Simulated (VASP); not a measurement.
# Al2O3 (Corundum): cell size against the level of theory, part 4 of 4

How close do the usual functionals, with and without dispersion, come to the cell of Al2O3 (Corundum)? LASPH is on for some levels and off for others; the table marks which. The start is a cell from a database of measured crystal structures.

VASP 6.6.1, plane waves and PAW; the level of theory is named at each step.

So far. Step 7 (Relaxation with revPBE + D3(BJ)): It ends at 8.553 Å³/atom, +0.6 % from the start, with 0.00 GPa left. The conventional cell has a = 4.771 and c = 13.014 Å. Step 8 (Relaxation with optB88-vdW): It ends at 8.674 Å³/atom, +2.0 % from the start, with 0.08 GPa left. The conventional cell has a = 4.794 and c = 13.076 Å.

## Step 9: Relaxation with vdW-DF-cx

This step: vdW-DF-cx; plane waves and PAW (Al, O) (VASP 6.6.1).

vdW-DF-cx takes its exchange from the same plasmon model as its correlation.

The input, INCAR:

```
SYSTEM = Al2O3
PREC = Accurate
ENCUT = 560
EDIFF = 1E-06
NELM = 100
ISMEAR = -1
SIGMA = 0.05
LREAL = .FALSE.
ALGO = Normal
GGA = CX
AGGAC = 0
LUSE_VDW = .TRUE.
LASPH = .TRUE.
NBANDS = 34
LORBIT = 11
LWAVE = .FALSE.
LCHARG = .FALSE.
KPAR = 8
IBRION = 2
NSW = 60
ISIF = 3
EDIFFG = -0.01
```

The input, POSCAR:

```
Al2O3
1.0
    2.3802500000      1.3742379782      4.3318666667
   -2.3802500000      1.3742379782      4.3318666667
    0.0000000000     -2.7484759565      4.3318666667
Al O
4 6
Direct
    0.3521600000      0.3521600000      0.3521600000
    0.1478400000      0.1478400000      0.1478400000
    0.6478400000      0.6478400000      0.6478400000
    0.8521600000      0.8521600000      0.8521600000
    0.5566800000      0.9433200000      0.2500000000
    0.2500000000      0.5566800000      0.9433200000
    0.9433200000      0.2500000000      0.5566800000
    0.4433200000      0.0566800000      0.7500000000
    0.7500000000      0.4433200000      0.0566800000
    0.0566800000      0.7500000000      0.4433200000
```

The input, KPOINTS:

```
Automatic mesh
0
Gamma
5 5 5
0 0 0
```

Potentials, in the order of the species: Al and O (PBE family, release 64).

Launch:

```
$ mpirun -np 8 vasp_std
```

Log:

```text
[... set-up lines as in an earlier step ...]
 entering main loop
       N       E                     dE             d eps       ncg     rms          rms(c)
DAV:   1     0.257824398922E+03    0.25782E+03   -0.26601E+04  1292   0.143E+03
DAV:   2    -0.560223777105E+02   -0.31385E+03   -0.30273E+03  1656   0.303E+02
DAV:   3    -0.695695258239E+02   -0.13547E+02   -0.13501E+02  1668   0.643E+01
DAV:   4    -0.696772694089E+02   -0.10774E+00   -0.10769E+00  1576   0.661E+00
[...]
DAV:  11    -0.619860839888E+02    0.48101E-04   -0.33831E-04  1638   0.105E-01    0.285E-02
DAV:  12    -0.619860857756E+02   -0.17868E-05   -0.14471E-05  1536   0.234E-02    0.710E-03
DAV:  13    -0.619860851217E+02    0.65390E-06   -0.34978E-06  1574   0.103E-02
   1 F= -.61986085E+02 E0= -.61986085E+02  d E =-.619861E+02
[...]
2 F= -.61989254E+02 E0= -.61989254E+02  d E =-.316923E-02
[...]
3 F= -.61998298E+02 E0= -.61998298E+02  d E =-.122130E-01
[...]
4 F= -.61998509E+02 E0= -.61998509E+02  d E =-.211119E-03
[...]
5 F= -.61998511E+02 E0= -.61998511E+02  d E =-.213084E-03
[...]
6 F= -.61998531E+02 E0= -.61998531E+02  d E =-.199015E-04
 trial-energy change:   -0.000020  1 .order   -0.000020   -0.000030   -0.000010
 step:   1.3799(harm=  1.3799)  dis= 0.00077  next Energy=   -61.998534 (dE=-0.226E-04)
 reached required accuracy - stopping structural energy minimisation
```

Elapsed: 2.7 min, on 8 MPI ranks of AMD EPYC 9R45, shared host; peak memory 4.9 GiB; 21 min of CPU time.

OUTCAR, selected parts (step 9):

```text
  Total        0.0027047      0.0027047     -0.0109213      0.0000000      0.0000000      0.0000000
  in kB        0.0502942      0.0502942     -0.2030833      0.0000000      0.0000000      0.0000000
  external PRESSURE =      -0.0341650 kB  Pullay stress =       0.0000000 kB

 POSITION                                       TOTAL-FORCE (eV/Angst)
 -----------------------------------------------------------------------------------
     -0.00000     -0.00000      4.59145         0.000000     -0.000000      0.003814
     -0.00000     -0.00000      1.92735         0.000000      0.000000     -0.003814
     -0.00000     -0.00000      8.44614         0.000000      0.000000     -0.003814
     -0.00000     -0.00000     11.11025         0.000000     -0.000000      0.003814
     -0.92832      1.38121      7.60526         0.001115     -0.000000      0.000000
     -0.73201     -1.49456      7.60526        -0.000558      0.000966     -0.000000
      1.66033      0.11334      7.60526        -0.000558     -0.000966      0.000000
      0.92832     -1.38121      5.43233        -0.001115     -0.000000      0.000000
      0.73201      1.49456      5.43233         0.000558     -0.000966      0.000000
     -1.66033     -0.11334      5.43233         0.000558      0.000966     -0.000000
 -----------------------------------------------------------------------------------
    total drift:                                0.000000      0.000000     -0.000000

  FREE ENERGIE OF THE ION-ELECTRON SYSTEM (eV)
  ---------------------------------------------------
  free  energy   TOTEN  =       -61.9985310918 eV

  energy  without entropy=      -61.9985310918  energy(sigma->0) =      -61.99853109

[... 2 parts as in an earlier step ...]

[... 2 further parts left out ...]
[key lines of the parts left out:]
E-fermi :   7.0308
```

It ends at 8.616 Å³/atom, +1.3 % from the start, with 0.00 GPa left. The conventional cell has a = 4.785 and c = 13.038 Å.

## Step 10: The cells as a table

This step: relaxed cells at several levels; plane waves and PAW (VASP 6.6.1).

No new run; the numbers come from the runs before.

Lengths are those of the conventional cell; cost is the wall time of each run, as given at its step, times its ranks, without the set-up around it; LASPH differs between rows, which moves results and costs too. Results by level, by row:

```
          level  volume (Å³/atom)  change from the start (%)  a (Å)  c (Å)  cost (core minutes)  LASPH
            LDA              8.37                       -1.5  4.739  12.91                 2.93    off
            PBE              8.75                        2.9  4.806  13.12                 3.33    off
         r2SCAN              8.48                       -0.3  4.756  12.98                 14.5     on
   PBE + D3(BJ)              8.59                          1  4.778  13.03                  3.6    off
 r2SCAN + rVV10              8.44                       -0.8   4.75  12.96                 36.7     on
revPBE + D3(BJ)              8.55                        0.6  4.771  13.01                 2.45    off
     optB88-vdW              8.67                          2  4.794  13.08                   24     on
      vdW-DF-cx              8.62                        1.3  4.785  13.04                 21.6     on
```

## Step 11: What came out

```
volume, LDA             : 8.370 Å³/atom
volume, PBE             : 8.747 Å³/atom
volume, r2SCAN          : 8.476 Å³/atom
volume, PBE + D3(BJ)    : 8.590 Å³/atom
volume, r2SCAN + rVV10  : 8.438 Å³/atom
volume, revPBE + D3(BJ) : 8.553 Å³/atom
volume, optB88-vdW      : 8.674 Å³/atom
volume, vdW-DF-cx       : 8.616 Å³/atom
```

For Al2O3 (Corundum) the levels give volumes between 8.370 Å³/atom (LDA) and 8.747 Å³/atom (PBE), a spread of 4.5 %, while the cost of the finished runs spans a factor of 15. Within 1 % of experiment on every length: LDA, PBE, r2SCAN, PBE + D3(BJ), r2SCAN + rVV10, revPBE + D3(BJ), optB88-vdW and vdW-DF-cx. The nearest, r2SCAN, took 5.9 times the core time of revPBE + D3(BJ) and lowers the largest miss from 0.24 to 0.11 %. Thermal and zero-point expansion, often some tenths of a per cent in length, bear on this order: with the measured lengths lowered by an assumed 0.4 % the nearest becomes r2SCAN + rVV10. The costs hold the number of ionic steps as well as the price of the functional. The closing table has room for seven levels; vdW-DF-cx stands in the table of levels alone. Adding D3(BJ) to PBE changes the volume by -1.8 % (a by -0.6 % and c by -0.6 %). Adding rVV10 to r2SCAN changes the volume by -0.4 % (a by -0.1 % and c by -0.2 %). Within 0.02 Å all end in space group R-3c; the runs can't lower the symmetry of the start. LASPH is on for some levels and off for others, so differences between them are not the functional's alone. Each is a single relaxation on the plane waves of the start cell, so larger changes of volume carry a basis-set error that was not tested here.

Comparison with the measured values:

| quantity | measured | LDA | PBE | r2SCAN | PBE + D3(BJ) | r2SCAN + rVV10 | revPBE + D3(BJ) | optB88-vdW |
| --- | --- | --- | --- | --- | --- | --- | --- | --- |
| lattice constant a (Å) | 4.75999 | 4.739 (-0.5 %) | 4.806 (+1.0 %) | 4.756 (-0.1 %) | 4.778 (+0.4 %) | 4.750 (-0.2 %) | 4.771 (+0.2 %) | 4.794 (+0.7 %) |
| lattice constant c (Å) | 12.9948 | 12.913 (-0.6 %) | 13.118 (+0.9 %) | 12.980 (-0.1 %) | 13.033 (+0.3 %) | 12.957 (-0.3 %) | 13.014 (+0.2 %) | 13.076 (+0.6 %) |

Measured values from pmc:4865310 (2001).

How well it matches: For the lattice constant a, of the levels listed nearest comes r2SCAN (-0.1 %, good agreement) and farthest PBE (+1.0 %, fair agreement). For the lattice constant c, of the levels listed nearest comes r2SCAN (-0.1 %, good agreement) and farthest PBE (+0.9 %, fair agreement). The grades are ours: good and fair within 0.7 and 1.5 % for the lattice constant a and 0.8 and 2 % for the lattice constant c. For lattice constants the calculation has a static lattice, without zero-point motion or thermal expansion.

[Lines on the potential files, build, host, timing and source positions are cut from VASP's logs without a mark.]

[Logs are printed without paths, hosts, clocks, repeated set-up lines and the standing remarks that a program may print on its own settings, such as how far it seeks lower states.]

[Hosts, paths, dates, database ids (printed as entryN), source tags and the programs' standing remarks are cut or masked in the printed files.]

[A measured line is paired with the nearest computed mode of its activity, which favours agreement.]
